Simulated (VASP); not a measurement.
Input:

```yaml
crystal:
  lattice:
    - [0.00000, 2.08103, 2.08103]
    - [2.08103, 0.00000, 2.08103]
    - [2.08103, 2.08103, 0.00000]
  atoms:
    - { symbol: Al, position: [0.00000, 0.00000, 0.00000] }
```

These are vdW-DF2, VASP's PBE PAW potentials (set 64) (plane waves; VASP 6.6.1) values and carry that method's errors. Settings: 520 eV cut-off, 15×15×15 Γ-centred mesh, first-order Methfessel-Paxton smearing of 0.10 eV, potentials Al.

Estimate the energy per atom (σ→0), pressure, band gap (on the k-mesh) with the smallest direct gap where there is one.

```json
{
  "band gap (on the k-mesh)": "none (metal, semimetal or under 0.01 eV)",
  "energy per atom (σ→0)": "-1.703 eV/atom",
  "pressure": "-2.85 GPa"
}
```

Total energies compare only between runs with the same potentials, cut-off and functional.

The compound is Al in the fcc structure. This cell is one point of a volume scan, at 1.06 of the reference volume.
